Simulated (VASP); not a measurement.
Runs of VASP 6.6.1 on CaCuH2. Symmetry: R-3m, No. 166, trigonal system. The conventional cell has a = 3.890 Å, b = 3.890 Å, c = 13.072 Å, α = 90.00°, β = 90.00°, γ = 120.00°. Ca (site symmetry -3m) is surrounded by 6 H at 2.33 Å. Cu (site symmetry -3m) is surrounded by 2 H at 1.54 Å. Around H (site symmetry 3m) lie 1 Cu at 1.54 Å. The cell was built by a generator and needn't be a form met in nature.

```csv
task,level,cell,k mesh,cutoff (eV),smearing,gap on the mesh (eV),pressure (GPa),relaxed volume (Å³/atom)
relaxation of the atoms,RPBE,atoms relaxed,8 × 8 × 8,520,gaussian 0.05 eV,none,1.9,-
relaxation of cell and atoms,PBE+D3(BJ),relaxed,6 × 6 × 6,600,fermi-dirac 0.05 eV,none,0.0,(a)
relaxation of cell and atoms,PBE+dDsC,relaxed,6 × 6 × 6,600,fermi-dirac 0.05 eV,none,0.0,13.66
relaxation of cell and atoms,PBE+rVV10,relaxed,6 × 6 × 6,600,fermi-dirac 0.05 eV,none,0.0,14.10
relaxation of cell and atoms,PBE+TS,relaxed,6 × 6 × 6,600,fermi-dirac 0.05 eV,none,0.0,12.92
```

Alike in all rows: potentials or basis VASP PAW PBE potentials, release 64 (Ca_sv, Cu, H); no spin polarisation.

Fill in the values left out.

(a) 13.56.

Caveats: pairwise dispersion overbinds metals, which lowers pressure and volume (some runs); the PAW data sets were made with another functional, which shifts forces and pressure a little (some runs); atom-pairwise D2, TS and ULG terms overbind metals (some runs).

A k mesh can miss the band edges.

A gap of «none» marks a metal or a gap under the smearing width.

Not every run made on this cell is shown here.
